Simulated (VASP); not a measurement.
Input:

```yaml
crystal:
  lattice:
    - [3.36530, 0.00000, 0.00000]
    - [0.00000, 3.36530, 0.00000]
    - [0.00000, 0.00000, 3.36530]
  atoms:
    - { symbol: Dy, position: [0.00000, 0.00000, 0.00000] }
    - { symbol: Rh, position: [0.50000, 0.50000, 0.50000] }
```

Level of theory: PBEsol GGA, VASP's PBE PAW potentials (set 64) (plane waves; VASP 6.6.1). Settings: 400 eV cut-off, Gaussian smearing of 0.050 eV, potentials Dy_3 Rh_pv.

The 4f electrons are frozen in the core of the lanthanide potential, so 4f levels, which can set the real gap, and their magnetism are missing.

### Question
Give the energies of bands 7 to 15 at the high-symmetry points, in eV from the Fermi level.

### Answer

| band | Γ | X | M | R |
|---|---|---|---|---|
| 7 | -6.31 | -3.06 | -4.37 | -2.40 |
| 8 | -4.19 | -2.99 | -4.07 | -2.40 |
| 9 | -4.19 | -2.80 | -2.81 | -2.40 |
| 10 | -1.76 | -1.85 | -2.81 | -1.19 |
| 11 | -1.76 | -1.85 | -0.70 | -1.19 |
| 12 | -1.76 | -1.38 | 0.24 | -1.19 |
| 13 | 2.35 | 0.26 | 2.19 | -0.65 |
| 14 | 2.35 | 0.58 | 2.19 | -0.65 |
| 15 | 6.72 | 2.47 | 3.09 | 5.22 |

It has no gap at this level: it comes out as a metal or semimetal.

The structure comes from a measured DyRh entry (Pm-3m) of the Crystallography Open Database, whose conditions weren't checked. It was relaxed first.
